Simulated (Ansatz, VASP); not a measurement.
# Two plane-wave programs on Si

```
CELL_PARAMETERS angstrom
3.83132 0.00000 0.00000
-1.91566 3.31802 0.00000
0.00000 0.00000 22.13065
ATOMIC_POSITIONS crystal
Si 0.66667 0.33333 0.33890
Si 0.33333 0.66667 0.37496
Si 0.33333 0.66667 0.48197
Si 0.66667 0.33333 0.51803
Si 0.66667 0.33333 0.62504
Si 0.33333 0.66667 0.66110
```

Alike in both runs: task single point; functional PBE; k mesh 8 × 8 × 1; occupations fermi-dirac, width 0.05 eV; no spin polarisation.

```csv
,VASP,Ansatz
version,VASP 6.6.1,Ansatz 0.2.0
potentials or method,"VASP PAW PBE potentials, release 64 (Si)",Ansatz PAW
plane-wave cutoff (eV),520,420
valence electrons in the cell,24,24
```

Ansatz gave:

| Property | Result |
| --- | --- |
| gap on the k mesh at the Fermi level (eV) | none |
| rms of the force components (eV/Å) | 0.291 |
| work function, face that differs most (eV) | 4.76 |

Task: Which values does VASP return?

Result: gap on the k mesh at the Fermi level (eV): none; rms of the force components (eV/Å): 0.292; work function, face that differs most (eV): 4.69.

Atom by atom the forces differ by 0.003 eV/Å (rms over components). A gap of «none» marks a metal or a gap that the smearing closes.
